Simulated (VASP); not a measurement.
# RPA total energies of LiH

How do semilocal functionals compare with the RPA for LiH, and at what cost? The scan starts from a database cell scaled to its smallest volume. The cell is of the rock-salt type. The start is a cell from a database of measured crystal structures.

Main program and level: VASP 6.6.1; RPA correlation on PBE orbitals; plane waves and PAW (Li_GW, H_GW), in the first sound run; inputs show where later runs differ.

The database entry behind the starting cell differs from other determinations of this structure, so it need not match the best structure at room temperature.

### 1. The structure

The structure is cubic, space group Fm-3m (No. 225). The conventional cell has a = 3.990 Å, b = 3.990 Å, c = 3.990 Å, α = 90.00°, β = 90.00°, γ = 90.00°. Nearest to Li lie 6 H at 2.00 Å. Nearest to H lie 6 Li at 2.00 Å. Farther neighbours, and contacts between anions beyond the nearest, are not listed.

Structure file:

```xyz
2
Lattice="0.0000 1.9952 1.9952 1.9952 0.0000 1.9952 1.9952 1.9952 0.0000" Properties=species:S:1:pos:R:3 pbc="T T T"
Li    0.0000    0.0000    0.0000
H     1.9952    1.9952    1.9952
```

### 2. Orbitals, volume ratio 0.94

RPA gives no stress here, so the energy is scanned over volumes, at one cutoff and mesh. Volumes are given as ratios to a reference cell, and this first cell is that cell scaled to 0.94. Each point starts from PBE orbitals, tightly converged.

File INCAR:

```
SYSTEM = LiH
PREC = Accurate
ENCUT = 410
EDIFF = 1E-08
NELM = 100
ISMEAR = 0
SIGMA = 0.05
LREAL = .FALSE.
ALGO = Normal
GGA = PE
NBANDS = 7
LORBIT = 11
LWAVE = .TRUE.
LCHARG = .FALSE.
KPAR = 8
```

File POSCAR:

```
LiH
1.0
    0.0000000000      1.9951720069      1.9951720069
    1.9951720069      0.0000000000      1.9951720069
    1.9951720069      1.9951720069      0.0000000000
Li H
1 1
Direct
    0.0000000000      0.0000000000      0.0000000000
    0.5000000000      0.5000000000      0.5000000000
```

File KPOINTS:

```
Automatic mesh
0
Gamma
4 4 4
0 0 0
```

The projector-augmented-wave data sets are Li_GW and H_GW (PBE family, release 64).

Command:

```
mpirun -np 8 vasp_std
```

Standard output:

```text
[banner, memory and clock lines left out]
running    8 mpi-ranks, on    1 nodes
 distrk:  each k-point on    1 cores,    8 groups
 distr:  one band on    1 cores,    1 groups

 POSCAR found type information on POSCAR LiH
 POSCAR found :  2 types and       2 ions
|                                                                             |
|           W    W    AA    RRRRR   N    N  II  N    N   GGGG   !!!           |
|           W    W   A  A   R    R  NN   N  II  NN   N  G    G  !!!           |
|           W    W  A    A  R    R  N N  N  II  N N  N  G       !!!           |
|           W WW W  AAAAAA  RRRRR   N  N N  II  N  N N  G  GGG   !            |
|           WW  WW  A    A  R   R   N   NN  II  N   NN  G    G                |
|           W    W  A    A  R    R  N    N  II  N    N   GGGG   !!!           |
|                                                                             |
|     For optimal performance we recommend to set                             |
|       NCORE = 2 up to number-of-cores-per-socket                            |
|     NCORE specifies how many cores store one orbital (NPAR=cpu/NCORE).      |
|     This setting can greatly improve the performance of VASP for DFT.       |
|     The default, NCORE=1 might be grossly inefficient on modern             |
|     multi-core architectures or massively parallel machines. Do your        |
|     Unfortunately you need to use the default for GW and RPA                |
|     calculations (for HF NCORE is supported but not extensively tested      |
|     yet).                                                                   |
|                                                                             |

 LDA part: xc-table for (Slater+PW92), standard interpolation
 POSCAR, INCAR and KPOINTS ok, starting setup
 FFT: planning ... GRIDC
 FFT: planning ... GRID_SOFT
 FFT: planning ... GRID
 WAVECAR not read
 entering main loop
       N       E                     dE             d eps       ncg     rms          rms(c)
DAV:   1    -0.503250E+01   -0.50325E+01   -0.13469E+03   112   0.214E+02
DAV:   2    -0.630909E+01   -0.12766E+01   -0.12766E+01   154   0.169E+01
DAV:   3    -0.631534E+01   -0.62502E-02   -0.62502E-02   140   0.144E+00
DAV:   4    -0.631535E+01   -0.67215E-05   -0.67215E-05   182   0.405E-02
DAV:   5    -0.631535E+01   -0.86708E-08   -0.86822E-08   119   0.658E-04    0.279E+00
DAV:   6    -0.615106E+01    0.16429E+00   -0.13037E-01   119   0.117E+00    0.145E+00
DAV:   7    -0.609330E+01    0.57757E-01   -0.17701E-01   112   0.156E+00    0.232E-01
DAV:   8    -0.609467E+01   -0.13717E-02   -0.26728E-03   112   0.286E-01    0.348E-02
DAV:   9    -0.609463E+01    0.41383E-04   -0.82979E-05   126   0.335E-02    0.252E-03
DAV:  10    -0.609462E+01    0.48148E-05   -0.47592E-06   133   0.134E-02    0.349E-03
DAV:  11    -0.609462E+01    0.34794E-06   -0.43166E-07   126   0.201E-03    0.509E-04
DAV:  12    -0.609462E+01    0.45376E-07   -0.91282E-09   119   0.531E-04    0.262E-04
DAV:  13    -0.609462E+01   -0.58264E-07   -0.21025E-09    56   0.178E-04    0.166E-05
DAV:  14    -0.609462E+01    0.16241E-08   -0.13667E-10    56   0.733E-05
   1 F= -.60946242E+01 E0= -.60946242E+01  d E =-.100462E-10
 writing wavefunctions
```

Elapsed: 1.2 s, on 8 MPI ranks of Intel Xeon 6975P-C (Granite Rapids), shared host; peak memory 0.89 GiB.

Lines that name or quote the potential files are left out of all logs, and their timing lines are given in words.

OUTCAR, selected parts (step 2):

```text
ion  position               nearest neighbor table
   1  0.000  0.000  0.000-   2 2.00   2 2.00   2 2.00   2 2.00   2 2.00   2 2.00
   2  0.500  0.500  0.500-   1 2.00   1 2.00   1 2.00   1 2.00   1 2.00   1 2.00

  LATTYP: Found a face centered cubic cell.
 ALAT       =     3.9903440138

 Subroutine GETGRP returns: Found 48 space group operations
 (whereof 48 operations were pure point group operations)

The static configuration has the point symmetry O_h .

 Found      8 irreducible k-points:

   k-points           NKPTS =      8   k-points in BZ     NKDIM =      8   number of bands    NBANDS=      7

   dimension x,y,z NGX =    20 NGY =   20 NGZ =   20
   dimension x,y,z NGXF=    40 NGYF=   40 NGZF=   40

   ENCUT  =  410.0 eV  30.13 Ry    5.49 a.u.   4.66  4.66  4.66*2*pi/ulx,y,z

   NELECT =       2.0000    total number of electrons

 k-points in reciprocal lattice and weights: Automatic mesh
   0.00000000  0.00000000  0.00000000       0.016
   0.25000000  0.00000000  0.00000000       0.125
   0.50000000  0.00000000  0.00000000       0.062
   0.25000000  0.25000000  0.00000000       0.094
   0.50000000  0.25000000  0.00000000       0.375
  -0.25000000  0.25000000  0.00000000       0.188
   0.50000000  0.50000000  0.00000000       0.047
  -0.25000000  0.50000000  0.25000000       0.094

 average (electrostatic) potential at core
       1  -6.2966       2 -34.2179

 E-fermi :  -2.3923

 k-point     1 :       0.0000    0.0000    0.0000
  band No.  band energies     occupation
      1      -8.1309      2.00000
      2      13.6803      0.00000
      3      15.4113      0.00000
      4      15.4113      0.00000
      5      15.4113      0.00000
      6      20.1651      0.00000
    ...

 k-point     2 :       0.2500    0.0000    0.0000
  band No.  band energies     occupation
      1      -7.0485      2.00000
      2       7.1770      0.00000
      3      12.6269      0.00000
      4      14.1453      0.00000
      5      14.1453      0.00000
      6      19.7244      0.00000
    ...

 k-point     3 :       0.5000    0.0000    0.0000
  band No.  band energies     occupation
      1      -5.2770      2.00000
      2       2.3070      0.00000
      3      11.2208      0.00000
      4      14.0079      0.00000
      5      14.0079      0.00000
      6      16.5925      0.00000
    ...

  Total       -0.0086353     -0.0086353     -0.0086353      0.0000000      0.0000000     -0.0000000
  in kB       -0.8709952     -0.8709952     -0.8709952      0.0000000      0.0000000     -0.0000000
  external PRESSURE =      -0.8709952 kB  Pullay stress =       0.0000000 kB

  energy-cutoff  :      410.00
  volume of cell :       15.88
      direct lattice vectors                 reciprocal lattice vectors
     0.000000000  1.995172007  1.995172007    -0.250604960  0.250604960  0.250604960
     1.995172007  0.000000000  1.995172007     0.250604960 -0.250604960  0.250604960
     1.995172007  1.995172007  0.000000000     0.250604960  0.250604960 -0.250604960

 POSITION                                       TOTAL-FORCE (eV/Angst)
 -----------------------------------------------------------------------------------
      0.00000      0.00000      0.00000         0.000000     -0.000000     -0.000000
      1.99517      1.99517      1.99517        -0.000000      0.000000      0.000000
 -----------------------------------------------------------------------------------
    total drift:                                0.000000      0.000000      0.000000

  FREE ENERGIE OF THE ION-ELECTRON SYSTEM (eV)
  ---------------------------------------------------
  free  energy   TOTEN  =        -6.0946242453 eV

  energy  without entropy=       -6.0946242453  energy(sigma->0) =       -6.09462425

 total charge
# of ion       s       p       d       tot
------------------------------------------
    1        0.127   0.241   0.039   0.407
    2        0.561   0.002   0.000   0.563
--------------------------------------------------
tot          0.688   0.242   0.039   0.970

[... 3 further parts left out ...]
```

The gap is read on the k-mesh alone, so it is an upper bound where the band edges lie off the mesh.

A gap read on the k-mesh alone can miss the band edges.

Read from the output:

* free energy (TOTEN): -6.095 eV
* Fermi energy: -2.392 eV
* pressure: -0.08710 GPa
* gap on the k-mesh: 2.955 eV
* least direct gap on the k-mesh: 2.955 eV

### 3. Exact exchange, volume ratio 0.94

This step: Hartree-Fock energy on PBE orbitals; plane waves and PAW (Li_GW, H_GW) (VASP 6.6.1).

The Hartree-Fock energy is evaluated once on these orbitals (ALGO = Eigenval, NELM = 1), without letting them relax. It uses the mesh of the correlation step, since the long-wavelength errors of the two partly cancel, and the total energy is their sum.

File INCAR:

```
SYSTEM = LiH
PREC = Accurate
ENCUT = 410
ISMEAR = 0
SIGMA = 0.05
LREAL = .FALSE.
GGA = PE
NBANDS = 7
ALGO = Eigenval
NELM = 1
LHFCALC = .TRUE.
AEXX = 1
ALDAC = 0
AGGAC = 0
PRECFOCK = Normal
LWAVE = .FALSE.
LCHARG = .FALSE.
```

POSCAR is that of step 2.

KPOINTS is that of step 2.

The WAVECAR or CHGCAR of an earlier step is read.

Command:

```
mpirun -np 8 vasp_std
```

Standard output:

```text
[banner, memory and clock lines left out]
running    8 mpi-ranks, on    1 nodes
 distrk:  each k-point on    8 cores,    1 groups
 distr:  one band on    1 cores,    8 groups

 POSCAR found type information on POSCAR LiH
 POSCAR found :  2 types and       2 ions
 [... a notice as in an earlier step ...]

 LDA part: xc-table for (Slater+PW92), standard interpolation
|                                                                             |
|           W    W    AA    RRRRR   N    N  II  N    N   GGGG   !!!           |
|           W    W   A  A   R    R  NN   N  II  NN   N  G    G  !!!           |
|           W    W  A    A  R    R  N N  N  II  N N  N  G       !!!           |
|           W WW W  AAAAAA  RRRRR   N  N N  II  N  N N  G  GGG   !            |
|           WW  WW  A    A  R   R   N   NN  II  N   NN  G    G                |
|           W    W  A    A  R    R  N    N  II  N    N   GGGG   !!!           |
|                                                                             |
|     The number of bands has been changed from the values supplied in        |
|     The orbitals not found in the WAVECAR file will be initialized with     |
|     random numbers, which is usually adequate. For correlated               |
|     calculations, however, you should redo the groundstate calculation.     |
|     I found NBANDS = 7. Now, NBANDS = 8.                                    |
|                                                                             |

 found WAVECAR, reading the header
  number of bands has changed, file:     7 present:     8
  trying to continue reading WAVECAR, but it might fail
 POSCAR, INCAR and KPOINTS ok, starting setup
 FFT: planning ... GRIDC
 FFT: planning ... GRID_SOFT
 FFT: planning ... GRID
 reading WAVECAR
 random initialization beyond band            7
 the WAVECAR file was read successfully
 initial charge from wavefunction
 entering main loop
       N       E                     dE             d eps       ncg     rms          rms(c)
EIG:   1    -0.919121E+01   -0.91912E+01    0.00000E+00     0   0.000E+00
   1 F= -.91912129E+01 E0= -.91912129E+01  d E =-.273475E-41
```

Run time: 1.2 s. Hardware: 8 MPI ranks; peak memory 0.74 GiB.

Parts of OUTCAR (step 3):

```text
The static configuration has the point symmetry O_h .

 Found      8 irreducible k-points:

   k-points           NKPTS =      8   k-points in BZ     NKDIM =     64   number of bands    NBANDS=      8

   NELECT =       2.0000    total number of electrons

  exchange ACFDT corr.  =         0.00000000  see jH, gK, PRB 81, 115126

 E-fermi :  -2.1366

 k-point     1 :       0.0000    0.0000    0.0000
  band No.  band energies     occupation
      1     -14.0044      2.00000
      2      20.8290      0.00000
      3      22.0163      0.00000
      4      22.0163      0.00000
      5      22.0163      0.00000
      6      26.3425      0.00000
    ...

 k-point     2 :       0.2500    0.0000    0.0000
  band No.  band energies     occupation
      1     -12.3087      2.00000
      2      12.5901      0.00000
      3      19.2751      0.00000
      4      20.5287      0.00000
      5      20.5287      0.00000
      6      26.2788      0.00000
    ...

 POSITION                                       TOTAL-FORCE (eV/Angst)
 -----------------------------------------------------------------------------------
      0.00000      0.00000      0.00000         0.000000      0.000000      0.000000
      1.99517      1.99517      1.99517        -0.000000      0.000000     -0.000000
 -----------------------------------------------------------------------------------
    total drift:                                0.000000      0.000000     -0.000000

  FREE ENERGIE OF THE ION-ELECTRON SYSTEM (eV)
  ---------------------------------------------------
  free  energy   TOTEN  =        -9.1912128984 eV

  energy  without entropy=       -9.1912128984  energy(sigma->0) =       -9.19121290

[... 7 parts as in an earlier step ...]

[... 5 further parts left out ...]
```

The k-mesh is coarse for unscreened exact exchange, which converges slowly with it.

Read from the output:

```
free energy (TOTEN) : -9.191 eV
```

The Hartree-Fock energy on these orbitals is -4.5956 eV an atom.

### 4. Empty bands, volume ratio 0.94

This step: PBE; plane waves and PAW (Li_GW, H_GW) (VASP 6.6.1).

The next step needs empty bands that the ground-state run didn't converge, so the Hamiltonian is diagonalised in full, in a single step. LOPTICS writes the k-derivatives of the orbitals (WAVEDER), which give the long-wavelength limit of the screening.

File INCAR:

```
SYSTEM = LiH
PREC = Accurate
ENCUT = 410
ISMEAR = 0
SIGMA = 0.05
LREAL = .FALSE.
GGA = PE
NBANDS = 304
ALGO = Exact
NELM = 1
LWAVE = .TRUE.
LCHARG = .FALSE.
LOPTICS = .TRUE.
NEDOS = 1000
CSHIFT = 0.1
```

POSCAR is that of step 3.

KPOINTS is that of step 3.

Command:

```
mpirun -np 8 vasp_std
```

Standard output:

```text
[banner, memory and clock lines left out]
running    8 mpi-ranks, on    1 nodes
 distrk:  each k-point on    8 cores,    1 groups
 distr:  one band on    1 cores,    8 groups

 POSCAR found type information on POSCAR LiH
 POSCAR found :  2 types and       2 ions
 [... a notice as in an earlier step ...]

 LDA part: xc-table for (Slater+PW92), standard interpolation
 found WAVECAR, reading the header
  number of bands has changed, file:     7 present:   304
  trying to continue reading WAVECAR, but it might fail
 POSCAR, INCAR and KPOINTS ok, starting setup
 FFT: planning ... GRIDC
 FFT: planning ... GRID_SOFT
 FFT: planning ... GRID
 reading WAVECAR
 random initialization beyond band            7
 the WAVECAR file was read successfully
 initial charge from wavefunction
 entering main loop
       N       E                     dE             d eps       ncg     rms          rms(c)
DIA:   1    -0.609462E+01   -0.60946E+01    0.00000E+00     0   0.000E+00
   1 F= -.60946242E+01 E0= -.60946242E+01  d E =-.161537E-17
 writing wavefunctions
 optical routines
 imaginary and real dielectric function
 recalculating local potential from charge density
 direction            1
 direction            2
 direction            3
```

Run time: 1.2 s. Hardware: 8 MPI ranks; peak memory 0.79 GiB.

Parts of OUTCAR (step 4):

```text
The static configuration has the point symmetry O_h .

 Found      8 irreducible k-points:

   k-points           NKPTS =      8   k-points in BZ     NKDIM =      8   number of bands    NBANDS=    304

   NELECT =       2.0000    total number of electrons

 E-fermi :  -2.3155

  Total       -0.0086372     -0.0086372     -0.0086372     -0.0000000     -0.0000000      0.0000000
  in kB       -0.8711846     -0.8711846     -0.8711846     -0.0000000     -0.0000000      0.0000000
  external PRESSURE =      -0.8711846 kB  Pullay stress =       0.0000000 kB

  FREE ENERGIE OF THE ION-ELECTRON SYSTEM (eV)
  ---------------------------------------------------
  free  energy   TOTEN  =        -6.0946242448 eV

  energy  without entropy=       -6.0946242448  energy(sigma->0) =       -6.09462424

 plasma frequency squared (from intraband transitions) (eV^2)
  --------------------------------------------------------------------------------------
       0.000      -0.000       0.000
      -0.000       0.000      -0.000
       0.000      -0.000       0.000

[... 15 parts as in an earlier step ...]
```

WAVECAR now holds 304 bands for 2 electrons.

(Continued in part 2 of 6.)

[Long decimals in the printed logs are rounded to 6 places.]

[Lines on the potential files, build, host, timing and source positions are cut from VASP's logs without a mark.]

[Logs are printed without paths, hosts, clocks, repeated set-up lines and the standing remarks that a program may print on its own settings, such as how far it seeks lower states.]

[Hosts, paths, dates, database ids (printed as entryN), source tags and the programs' standing remarks are cut or masked in the printed files.]

[Measured values are set beside computed ones only where the two were judged alike; some that the calculation misses by far are left out.]

[Pressures printed for these runs are not shown converged in the cutoff: they can be off by several GPa and have the wrong sign.]
